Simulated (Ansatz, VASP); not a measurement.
# Two plane-wave programs on SbAsPb3

```
As Sb Pb
1.0
     5.77083    0.00000    0.00000
     0.00000    5.77083    0.00000
     0.00000    0.00000    5.77083
As Sb Pb
1 1 3
Direct
  0.00000 0.00000 0.00000
  0.50000 0.50000 0.50000
  0.50000 0.50000 0.00000
  0.50000 0.00000 0.50000
  0.00000 0.50000 0.50000
```

The cell comes from a database or a generator and needn't be the stable form of this composition.

Alike in both runs: task single point; functional PBE; k mesh 4 × 4 × 4; occupations gaussian, width 0.05 eV; no spin polarisation.

|  | VASP | Ansatz |
| --- | --- | --- |
| version | VASP 6.6.1 | Ansatz 0.2.0 |
| potentials or method | VASP PAW PBE potentials, release 64 (As, Sb, Pb_d) | scalar-relativistic, plane waves, PAW |
| plane-wave cutoff (eV) | 520 | 420 |
| valence electrons in the cell | 52 | 72 |

```csv
,VASP,Ansatz,Ansatz less VASP
gap on the k mesh at the Fermi level (eV),none,none,-
pressure (GPa),0.5,0.6,+0.05
```

A gap of «none» marks a metal or a gap that the smearing closes. The two sets of potentials don't hold the same shells in valence.

Spin-orbit coupling is left out, which matters for the levels of Pb, Sb.
